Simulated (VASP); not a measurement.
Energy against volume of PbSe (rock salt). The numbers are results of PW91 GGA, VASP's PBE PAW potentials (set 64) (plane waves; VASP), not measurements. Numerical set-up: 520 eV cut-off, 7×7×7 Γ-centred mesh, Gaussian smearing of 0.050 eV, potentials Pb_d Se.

```
V (Å³/atom)  E (eV/atom)
-----------  -----------
29.080          -4.12850
29.980          -4.13301
30.879          -4.12947
31.778          -4.11911
```

**Question.** Fit these four points and predict the energy of the run at 28.181 Å³/atom.

**Answer.** A cubic in V^(−2/3), the third-order Birch-Murnaghan form, passes through the four points with V0 = 30.01 Å³/atom and B0 = 47 GPa, and gives -4.1145 eV/atom there. The run gave -4.1146 eV/atom, -0.1 meV/atom from the fit; all five points give B0 = 47 GPa.

The compound is PbSe in the rock salt structure. It was relaxed first.
